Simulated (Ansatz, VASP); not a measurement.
## Cross-check of Ge (Germanium) between VASP and Ansatz

One calculation is typed for both programs; each brings its own data sets. How far apart do they land? The cell is taken from a series of runs on this material, whose earlier steps may have relaxed, scaled, displaced or heated it; both programs get it as it stands.

Calculated with Ansatz 0.2.0; plane waves, with VASP 6.6.1 beside it; zone-centre phonons at PBEsol.

## Step 1: The starting structure

The structure is trigonal, space group R-3m (No. 166). Conventional cell: a = 4.093 Å, b = 4.093 Å, c = 9.752 Å, α = 90.00°, β = 90.00°, γ = 120.00°. Nearest to Ge lie 4 Ge at 2.46 to 2.49 Å.

Coordinates:

```xyz
2
Lattice="-0.0530 2.8416 2.8416 2.8416 -0.0530 2.8416 2.8416 2.8416 -0.0530" Properties=species:S:1:pos:R:3 pbc="T T T"
Ge    2.8077    2.8077    2.8077
Ge    4.2300    4.2300    4.2300
```

## Step 2: VASP: zone-centre phonons, PBEsol

Second derivatives magnify differences that forces hide, and they need a tight electronic threshold.

Lines of VASP's logs that name or quote its potential files are left out, and so is its time.

File INCAR:

```
SYSTEM = Ge
PREC = Accurate
ENCUT = 500
EDIFF = 1E-08
NELM = 120
ISMEAR = 0
SIGMA = 0.015
LREAL = .FALSE.
ALGO = Normal
GGA = PS
NBANDS = 20
LORBIT = 11
LWAVE = .FALSE.
LCHARG = .FALSE.
ISIF = 2
ISYM = 2
IBRION = 8
LASPH = .TRUE.
GGA_COMPAT = .FALSE.
KPAR = 2
```

File POSCAR:

```
Ge
1.0
   -0.0529602659      2.8415674153      2.8415674153
    2.8415674153     -0.0529602659      2.8415674153
    2.8415674153      2.8415674153     -0.0529602659
Ge
2
Direct
    0.4986830428      0.4986830428      0.4986830428
    0.7513169572      0.7513169572      0.7513169572
```

File KPOINTS:

```
Points of the shifted mesh
1728
Reciprocal
 0.0416666667  0.0416666667  0.0416666667 1
 0.0416666667  0.0416666667  0.1250000000 1
 0.0416666667  0.0416666667  0.2083333333 1
 0.0416666667  0.0416666667  0.2916666667 1
 0.0416666667  0.0416666667  0.3750000000 1
 0.0416666667  0.0416666667  0.4583333333 1
 0.0416666667  0.0416666667  0.5416666667 1
 0.0416666667  0.0416666667  0.6250000000 1
 0.0416666667  0.0416666667  0.7083333333 1
 0.0416666667  0.0416666667  0.7916666667 1
 0.0416666667  0.0416666667  0.8750000000 1
 0.0416666667  0.0416666667  0.9583333333 1
 0.0416666667  0.1250000000  0.0416666667 1
 0.0416666667  0.1250000000  0.1250000000 1
 0.0416666667  0.1250000000  0.2083333333 1
 0.0416666667  0.1250000000  0.2916666667 1
 0.0416666667  0.1250000000  0.3750000000 1
 0.0416666667  0.1250000000  0.4583333333 1
 0.0416666667  0.1250000000  0.5416666667 1
 0.0416666667  0.1250000000  0.6250000000 1
 0.0416666667  0.1250000000  0.7083333333 1
 0.0416666667  0.1250000000  0.7916666667 1
 0.0416666667  0.1250000000  0.8750000000 1
 0.0416666667  0.1250000000  0.9583333333 1
 0.0416666667  0.2083333333  0.0416666667 1
 0.0416666667  0.2083333333  0.1250000000 1
 0.0416666667  0.2083333333  0.2083333333 1
 0.0416666667  0.2083333333  0.2916666667 1
 0.0416666667  0.2083333333  0.3750000000 1
 0.0416666667  0.2083333333  0.4583333333 1
 0.0416666667  0.2083333333  0.5416666667 1
 0.0416666667  0.2083333333  0.6250000000 1
 0.0416666667  0.2083333333  0.7083333333 1
 0.0416666667  0.2083333333  0.7916666667 1
 0.0416666667  0.2083333333  0.8750000000 1
 0.0416666667  0.2083333333  0.9583333333 1
 0.0416666667  0.2916666667  0.0416666667 1
 0.0416666667  0.2916666667  0.1250000000 1
 0.0416666667  0.2916666667  0.2083333333 1
 0.0416666667  0.2916666667  0.2916666667 1
 0.0416666667  0.2916666667  0.3750000000 1
 0.0416666667  0.2916666667  0.4583333333 1
 0.0416666667  0.2916666667  0.5416666667 1
 0.0416666667  0.2916666667  0.6250000000 1
 0.0416666667  0.2916666667  0.7083333333 1
 0.0416666667  0.2916666667  0.7916666667 1
 0.0416666667  0.2916666667  0.8750000000 1
 0.0416666667  0.2916666667  0.9583333333 1
 0.0416666667  0.3750000000  0.0416666667 1
 0.0416666667  0.3750000000  0.1250000000 1
 0.0416666667  0.3750000000  0.2083333333 1
 0.0416666667  0.3750000000  0.2916666667 1
 0.0416666667  0.3750000000  0.3750000000 1
 0.0416666667  0.3750000000  0.4583333333 1
 0.0416666667  0.3750000000  0.5416666667 1
 0.0416666667  0.3750000000  0.6250000000 1
 0.0416666667  0.3750000000  0.7083333333 1
 0.0416666667  0.3750000000  0.7916666667 1
 0.0416666667  0.3750000000  0.8750000000 1
 0.0416666667  0.3750000000  0.9583333333 1
 0.0416666667  0.4583333333  0.0416666667 1
 0.0416666667  0.4583333333  0.1250000000 1
 0.0416666667  0.4583333333  0.2083333333 1
 0.0416666667  0.4583333333  0.2916666667 1
 0.0416666667  0.4583333333  0.3750000000 1
 0.0416666667  0.4583333333  0.4583333333 1
 0.0416666667  0.4583333333  0.5416666667 1
 0.0416666667  0.4583333333  0.6250000000 1
 0.0416666667  0.4583333333  0.7083333333 1
 0.0416666667  0.4583333333  0.7916666667 1
 0.0416666667  0.4583333333  0.8750000000 1
 0.0416666667  0.4583333333  0.9583333333 1
 0.0416666667  0.5416666667  0.0416666667 1
 0.0416666667  0.5416666667  0.1250000000 1
 0.0416666667  0.5416666667  0.2083333333 1
 0.0416666667  0.5416666667  0.2916666667 1
 0.0416666667  0.5416666667  0.3750000000 1
 0.0416666667  0.5416666667  0.4583333333 1
 0.0416666667  0.5416666667  0.5416666667 1
 0.0416666667  0.5416666667  0.6250000000 1
 0.0416666667  0.5416666667  0.7083333333 1
 0.0416666667  0.5416666667  0.7916666667 1
 0.0416666667  0.5416666667  0.8750000000 1
 0.0416666667  0.5416666667  0.9583333333 1
 0.0416666667  0.6250000000  0.0416666667 1
 0.0416666667  0.6250000000  0.1250000000 1
 0.0416666667  0.6250000000  0.2083333333 1
 0.0416666667  0.6250000000  0.2916666667 1
 0.0416666667  0.6250000000  0.3750000000 1
 0.0416666667  0.6250000000  0.4583333333 1
 0.0416666667  0.6250000000  0.5416666667 1
 0.0416666667  0.6250000000  0.6250000000 1
 0.0416666667  0.6250000000  0.7083333333 1
 0.0416666667  0.6250000000  0.7916666667 1
 0.0416666667  0.6250000000  0.8750000000 1
 0.0416666667  0.6250000000  0.9583333333 1
 0.0416666667  0.7083333333  0.0416666667 1
 0.0416666667  0.7083333333  0.1250000000 1
 0.0416666667  0.7083333333  0.2083333333 1
 0.0416666667  0.7083333333  0.2916666667 1
 0.0416666667  0.7083333333  0.3750000000 1
 0.0416666667  0.7083333333  0.4583333333 1
 0.0416666667  0.7083333333  0.5416666667 1
 0.0416666667  0.7083333333  0.6250000000 1
 0.0416666667  0.7083333333  0.7083333333 1
 0.0416666667  0.7083333333  0.7916666667 1
 0.0416666667  0.7083333333  0.8750000000 1
 0.0416666667  0.7083333333  0.9583333333 1
 0.0416666667  0.7916666667  0.0416666667 1
 0.0416666667  0.7916666667  0.1250000000 1
 0.0416666667  0.7916666667  0.2083333333 1
 0.0416666667  0.7916666667  0.2916666667 1
[... 1390 lines left out ...]
 0.8750000000  0.4583333333  0.1250000000 1
 0.8750000000  0.4583333333  0.2083333333 1
 0.8750000000  0.4583333333  0.2916666667 1
 0.8750000000  0.4583333333  0.3750000000 1
 0.8750000000  0.4583333333  0.4583333333 1
 0.8750000000  0.4583333333  0.5416666667 1
 0.8750000000  0.4583333333  0.6250000000 1
 0.8750000000  0.4583333333  0.7083333333 1
 0.8750000000  0.4583333333  0.7916666667 1
 0.8750000000  0.4583333333  0.8750000000 1
 0.8750000000  0.4583333333  0.9583333333 1
 0.8750000000  0.5416666667  0.0416666667 1
 0.8750000000  0.5416666667  0.1250000000 1
 0.8750000000  0.5416666667  0.2083333333 1
 0.8750000000  0.5416666667  0.2916666667 1
 0.8750000000  0.5416666667  0.3750000000 1
 0.8750000000  0.5416666667  0.4583333333 1
 0.8750000000  0.5416666667  0.5416666667 1
 0.8750000000  0.5416666667  0.6250000000 1
 0.8750000000  0.5416666667  0.7083333333 1
 0.8750000000  0.5416666667  0.7916666667 1
 0.8750000000  0.5416666667  0.8750000000 1
 0.8750000000  0.5416666667  0.9583333333 1
 0.8750000000  0.6250000000  0.0416666667 1
 0.8750000000  0.6250000000  0.1250000000 1
 0.8750000000  0.6250000000  0.2083333333 1
 0.8750000000  0.6250000000  0.2916666667 1
 0.8750000000  0.6250000000  0.3750000000 1
 0.8750000000  0.6250000000  0.4583333333 1
 0.8750000000  0.6250000000  0.5416666667 1
 0.8750000000  0.6250000000  0.6250000000 1
 0.8750000000  0.6250000000  0.7083333333 1
 0.8750000000  0.6250000000  0.7916666667 1
 0.8750000000  0.6250000000  0.8750000000 1
 0.8750000000  0.6250000000  0.9583333333 1
 0.8750000000  0.7083333333  0.0416666667 1
 0.8750000000  0.7083333333  0.1250000000 1
 0.8750000000  0.7083333333  0.2083333333 1
 0.8750000000  0.7083333333  0.2916666667 1
 0.8750000000  0.7083333333  0.3750000000 1
 0.8750000000  0.7083333333  0.4583333333 1
 0.8750000000  0.7083333333  0.5416666667 1
 0.8750000000  0.7083333333  0.6250000000 1
 0.8750000000  0.7083333333  0.7083333333 1
 0.8750000000  0.7083333333  0.7916666667 1
 0.8750000000  0.7083333333  0.8750000000 1
 0.8750000000  0.7083333333  0.9583333333 1
 0.8750000000  0.7916666667  0.0416666667 1
 0.8750000000  0.7916666667  0.1250000000 1
 0.8750000000  0.7916666667  0.2083333333 1
 0.8750000000  0.7916666667  0.2916666667 1
 0.8750000000  0.7916666667  0.3750000000 1
 0.8750000000  0.7916666667  0.4583333333 1
 0.8750000000  0.7916666667  0.5416666667 1
 0.8750000000  0.7916666667  0.6250000000 1
 0.8750000000  0.7916666667  0.7083333333 1
 0.8750000000  0.7916666667  0.7916666667 1
 0.8750000000  0.7916666667  0.8750000000 1
 0.8750000000  0.7916666667  0.9583333333 1
 0.8750000000  0.8750000000  0.0416666667 1
 0.8750000000  0.8750000000  0.1250000000 1
 0.8750000000  0.8750000000  0.2083333333 1
 0.8750000000  0.8750000000  0.2916666667 1
 0.8750000000  0.8750000000  0.3750000000 1
 0.8750000000  0.8750000000  0.4583333333 1
 0.8750000000  0.8750000000  0.5416666667 1
 0.8750000000  0.8750000000  0.6250000000 1
 0.8750000000  0.8750000000  0.7083333333 1
 0.8750000000  0.8750000000  0.7916666667 1
 0.8750000000  0.8750000000  0.8750000000 1
 0.8750000000  0.8750000000  0.9583333333 1
 0.8750000000  0.9583333333  0.0416666667 1
 0.8750000000  0.9583333333  0.1250000000 1
 0.8750000000  0.9583333333  0.2083333333 1
 0.8750000000  0.9583333333  0.2916666667 1
 0.8750000000  0.9583333333  0.3750000000 1
 0.8750000000  0.9583333333  0.4583333333 1
 0.8750000000  0.9583333333  0.5416666667 1
 0.8750000000  0.9583333333  0.6250000000 1
 0.8750000000  0.9583333333  0.7083333333 1
 0.8750000000  0.9583333333  0.7916666667 1
 0.8750000000  0.9583333333  0.8750000000 1
 0.8750000000  0.9583333333  0.9583333333 1
 0.9583333333  0.0416666667  0.0416666667 1
 0.9583333333  0.0416666667  0.1250000000 1
 0.9583333333  0.0416666667  0.2083333333 1
 0.9583333333  0.0416666667  0.2916666667 1
 0.9583333333  0.0416666667  0.3750000000 1
 0.9583333333  0.0416666667  0.4583333333 1
 0.9583333333  0.0416666667  0.5416666667 1
 0.9583333333  0.0416666667  0.6250000000 1
 0.9583333333  0.0416666667  0.7083333333 1
 0.9583333333  0.0416666667  0.7916666667 1
 0.9583333333  0.0416666667  0.8750000000 1
 0.9583333333  0.0416666667  0.9583333333 1
 0.9583333333  0.1250000000  0.0416666667 1
 0.9583333333  0.1250000000  0.1250000000 1
 0.9583333333  0.1250000000  0.2083333333 1
 0.9583333333  0.1250000000  0.2916666667 1
 0.9583333333  0.1250000000  0.3750000000 1
 0.9583333333  0.1250000000  0.4583333333 1
 0.9583333333  0.1250000000  0.5416666667 1
 0.9583333333  0.1250000000  0.6250000000 1
 0.9583333333  0.1250000000  0.7083333333 1
 0.9583333333  0.1250000000  0.7916666667 1
 0.9583333333  0.1250000000  0.8750000000 1
 0.9583333333  0.1250000000  0.9583333333 1
 0.9583333333  0.2083333333  0.0416666667 1
 0.9583333333  0.2083333333  0.1250000000 1
 0.9583333333  0.2083333333  0.2083333333 1
 0.9583333333  0.2083333333  0.2916666667 1
 0.9583333333  0.2083333333  0.3750000000 1
 0.9583333333  0.2083333333  0.4583333333 1
 0.9583333333  0.2083333333  0.5416666667 1
 0.9583333333  0.2083333333  0.6250000000 1
 0.9583333333  0.2083333333  0.7083333333 1
 0.9583333333  0.2083333333  0.7916666667 1
 0.9583333333  0.2083333333  0.8750000000 1
 0.9583333333  0.2083333333  0.9583333333 1
 0.9583333333  0.2916666667  0.0416666667 1
 0.9583333333  0.2916666667  0.1250000000 1
 0.9583333333  0.2916666667  0.2083333333 1
 0.9583333333  0.2916666667  0.2916666667 1
 0.9583333333  0.2916666667  0.3750000000 1
 0.9583333333  0.2916666667  0.4583333333 1
 0.9583333333  0.2916666667  0.5416666667 1
 0.9583333333  0.2916666667  0.6250000000 1
 0.9583333333  0.2916666667  0.7083333333 1
 0.9583333333  0.2916666667  0.7916666667 1
 0.9583333333  0.2916666667  0.8750000000 1
 0.9583333333  0.2916666667  0.9583333333 1
 0.9583333333  0.3750000000  0.0416666667 1
 0.9583333333  0.3750000000  0.1250000000 1
 0.9583333333  0.3750000000  0.2083333333 1
 0.9583333333  0.3750000000  0.2916666667 1
 0.9583333333  0.3750000000  0.3750000000 1
 0.9583333333  0.3750000000  0.4583333333 1
 0.9583333333  0.3750000000  0.5416666667 1
 0.9583333333  0.3750000000  0.6250000000 1
 0.9583333333  0.3750000000  0.7083333333 1
 0.9583333333  0.3750000000  0.7916666667 1
 0.9583333333  0.3750000000  0.8750000000 1
 0.9583333333  0.3750000000  0.9583333333 1
 0.9583333333  0.4583333333  0.0416666667 1
 0.9583333333  0.4583333333  0.1250000000 1
 0.9583333333  0.4583333333  0.2083333333 1
 0.9583333333  0.4583333333  0.2916666667 1
 0.9583333333  0.4583333333  0.3750000000 1
 0.9583333333  0.4583333333  0.4583333333 1
 0.9583333333  0.4583333333  0.5416666667 1
 0.9583333333  0.4583333333  0.6250000000 1
 0.9583333333  0.4583333333  0.7083333333 1
 0.9583333333  0.4583333333  0.7916666667 1
 0.9583333333  0.4583333333  0.8750000000 1
 0.9583333333  0.4583333333  0.9583333333 1
 0.9583333333  0.5416666667  0.0416666667 1
 0.9583333333  0.5416666667  0.1250000000 1
 0.9583333333  0.5416666667  0.2083333333 1
 0.9583333333  0.5416666667  0.2916666667 1
 0.9583333333  0.5416666667  0.3750000000 1
 0.9583333333  0.5416666667  0.4583333333 1
 0.9583333333  0.5416666667  0.5416666667 1
 0.9583333333  0.5416666667  0.6250000000 1
 0.9583333333  0.5416666667  0.7083333333 1
 0.9583333333  0.5416666667  0.7916666667 1
 0.9583333333  0.5416666667  0.8750000000 1
 0.9583333333  0.5416666667  0.9583333333 1
 0.9583333333  0.6250000000  0.0416666667 1
 0.9583333333  0.6250000000  0.1250000000 1
 0.9583333333  0.6250000000  0.2083333333 1
 0.9583333333  0.6250000000  0.2916666667 1
 0.9583333333  0.6250000000  0.3750000000 1
 0.9583333333  0.6250000000  0.4583333333 1
 0.9583333333  0.6250000000  0.5416666667 1
 0.9583333333  0.6250000000  0.6250000000 1
 0.9583333333  0.6250000000  0.7083333333 1
 0.9583333333  0.6250000000  0.7916666667 1
 0.9583333333  0.6250000000  0.8750000000 1
 0.9583333333  0.6250000000  0.9583333333 1
 0.9583333333  0.7083333333  0.0416666667 1
 0.9583333333  0.7083333333  0.1250000000 1
 0.9583333333  0.7083333333  0.2083333333 1
 0.9583333333  0.7083333333  0.2916666667 1
 0.9583333333  0.7083333333  0.3750000000 1
 0.9583333333  0.7083333333  0.4583333333 1
 0.9583333333  0.7083333333  0.5416666667 1
 0.9583333333  0.7083333333  0.6250000000 1
 0.9583333333  0.7083333333  0.7083333333 1
 0.9583333333  0.7083333333  0.7916666667 1
 0.9583333333  0.7083333333  0.8750000000 1
 0.9583333333  0.7083333333  0.9583333333 1
 0.9583333333  0.7916666667  0.0416666667 1
 0.9583333333  0.7916666667  0.1250000000 1
 0.9583333333  0.7916666667  0.2083333333 1
 0.9583333333  0.7916666667  0.2916666667 1
 0.9583333333  0.7916666667  0.3750000000 1
 0.9583333333  0.7916666667  0.4583333333 1
 0.9583333333  0.7916666667  0.5416666667 1
 0.9583333333  0.7916666667  0.6250000000 1
 0.9583333333  0.7916666667  0.7083333333 1
 0.9583333333  0.7916666667  0.7916666667 1
 0.9583333333  0.7916666667  0.8750000000 1
 0.9583333333  0.7916666667  0.9583333333 1
 0.9583333333  0.8750000000  0.0416666667 1
 0.9583333333  0.8750000000  0.1250000000 1
 0.9583333333  0.8750000000  0.2083333333 1
 0.9583333333  0.8750000000  0.2916666667 1
 0.9583333333  0.8750000000  0.3750000000 1
 0.9583333333  0.8750000000  0.4583333333 1
 0.9583333333  0.8750000000  0.5416666667 1
 0.9583333333  0.8750000000  0.6250000000 1
 0.9583333333  0.8750000000  0.7083333333 1
 0.9583333333  0.8750000000  0.7916666667 1
 0.9583333333  0.8750000000  0.8750000000 1
 0.9583333333  0.8750000000  0.9583333333 1
 0.9583333333  0.9583333333  0.0416666667 1
 0.9583333333  0.9583333333  0.1250000000 1
 0.9583333333  0.9583333333  0.2083333333 1
 0.9583333333  0.9583333333  0.2916666667 1
 0.9583333333  0.9583333333  0.3750000000 1
 0.9583333333  0.9583333333  0.4583333333 1
 0.9583333333  0.9583333333  0.5416666667 1
 0.9583333333  0.9583333333  0.6250000000 1
 0.9583333333  0.9583333333  0.7083333333 1
 0.9583333333  0.9583333333  0.7916666667 1
 0.9583333333  0.9583333333  0.8750000000 1
 0.9583333333  0.9583333333  0.9583333333 1
```

The projector-augmented-wave data sets are Ge_d (PBE family, release 64).

Launch:

```
> mpirun -np 2 vasp_std
```

Numbers of over 12 decimals in the logs are rounded to 6 here.

Log:

```text
[banner, memory and clock lines left out]
running    2 mpi-ranks, on    1 nodes
 distrk:  each k-point on    1 cores,    2 groups
 distr:  one band on    1 cores,    1 groups

 POSCAR found type information on POSCAR Ge
 POSCAR found :  1 types and       2 ions
|                                                                             |
|               ----> ADVICE to this user running VASP <----                  |
|                                                                             |
|     You enforced a specific xc type in the INCAR file but a different       |
|     [... a line on the potential file left out ...]
|     I HOPE YOU KNOW WHAT YOU ARE DOING!                                     |
|                                                                             |

 LDA part: xc-table for (Slater+PW92), standard interpolation
 POSCAR, INCAR and KPOINTS ok, starting setup
 FFT: planning ... GRIDC
 FFT: planning ... GRID_SOFT
 FFT: planning ... GRID
 WAVECAR not read
 entering main loop
       N       E                     dE             d eps       ncg     rms          rms(c)
DAV:   1     0.183400198597E+03    0.18340E+03   -0.14671E+04 74108   0.369E+03
DAV:   2     0.160727615529E+02   -0.16733E+03   -0.16289E+03 69264   0.586E+02
DAV:   3    -0.915027784374E+01   -0.25223E+02   -0.25045E+02 78124   0.145E+02
DAV:   4    -0.997826593337E+01   -0.82799E+00   -0.82721E+00 77892   0.309E+01
DAV:   5    -0.999226925759E+01   -0.14003E-01   -0.14003E-01 77532   0.442E+00    0.308E+00
DAV:   6    -0.990007324760E+01    0.92196E-01   -0.34928E-02 91888   0.242E+00    0.175E+00
DAV:   7    -0.985603607635E+01    0.44037E-01   -0.56522E-02 72776   0.250E+00    0.154E-01
DAV:   8    -0.985692615669E+01   -0.89008E-03   -0.68154E-03 78416   0.120E+00    0.518E-02
DAV:   9    -0.985703608631E+01   -0.10993E-03   -0.22148E-04 79928   0.202E-01    0.159E-02
DAV:  10    -0.985706000495E+01   -0.23919E-04   -0.27774E-05 90860   0.470E-02    0.527E-03
DAV:  11    -0.985706157077E+01   -0.15658E-05   -0.37850E-06 79672   0.236E-02    0.173E-03
DAV:  12    -0.985706150866E+01    0.62112E-07   -0.93645E-07 91032   0.180E-02    0.694E-04
DAV:  13    -0.985706155988E+01   -0.51219E-07   -0.16860E-07 91748   0.748E-03    0.352E-04
DAV:  14    -0.985706155466E+01    0.52178E-08   -0.11802E-08 49840   0.224E-03
   1 F= -.98570616E+01 E0= -.98570369E+01  d E =-.493589E-04
 Linear response reoptimize wavefunctions to high precision
DAV:   1    -0.985706154248E+01    0.12185E-07   -0.23538E-09 60684   0.459E-04
DAV:   2    -0.985706154249E+01   -0.17280E-10   -0.13850E-10 39508   0.135E-04
 Linear response DOF=           1
 Linear response progress:
  Degree of freedom:   1/  1
       N       E                     dE             d eps       ncg     rms          rms(c)
RMM:   1    -0.186927762957E+00   -0.18693E+00    0.81604E+00 84962   0.444E+01
RMM:   2    -0.194030467594E+00   -0.71027E-02   -0.12580E-02111937   0.104E+00    0.751E-02
RMM:   3    -0.194095014684E+00   -0.64547E-04   -0.88472E-04117981   0.305E-01    0.432E-02
RMM:   4    -0.194064182887E+00    0.30832E-04   -0.54504E-05125733   0.770E-02    0.427E-03
RMM:   5    -0.194059748789E+00    0.44341E-05   -0.31594E-06121969   0.174E-02    0.215E-03
RMM:   6    -0.194057101934E+00    0.26469E-05   -0.10368E-07126217   0.495E-03    0.507E-04
RMM:   7    -0.194056161528E+00    0.94041E-06   -0.28989E-08126978   0.141E-03    0.148E-04
RMM:   8    -0.194056021717E+00    0.13981E-06   -0.84520E-09128874   0.521E-04    0.476E-05
RMM:   9    -0.194055995232E+00    0.26485E-07    0.86776E-10122021   0.216E-04    0.129E-05
RMM:  10    -0.194056065736E+00   -0.70504E-07   -0.11225E-08122429   0.949E-05    0.515E-06
RMM:  11    -0.194056108097E+00   -0.42361E-07   -0.13460E-08132734   0.445E-05    0.288E-06
RMM:  12    -0.194056147105E+00   -0.39008E-07   -0.95471E-09129134   0.234E-05    0.422E-07
RMM:  13    -0.194056144869E+00    0.22358E-08   -0.11986E-09132107   0.144E-05    0.324E-07
 first order change of Fermi-energy  -0.12856E+01
 force on displaced ion       1 direction 1 :  -8.409   0.496   0.496
 Linear response finished
```

(Part 1 of 2 ends here.)

[Lines on the potential files, build, host, timing and source positions are cut from VASP's logs without a mark.]

[Logs are printed without paths, hosts, clocks, repeated set-up lines and the standing remarks that a program may print on its own settings, such as how far it seeks lower states.]

[Hosts, paths, dates, database ids (printed as entryN), source tags and the programs' standing remarks are cut or masked in the printed files.]
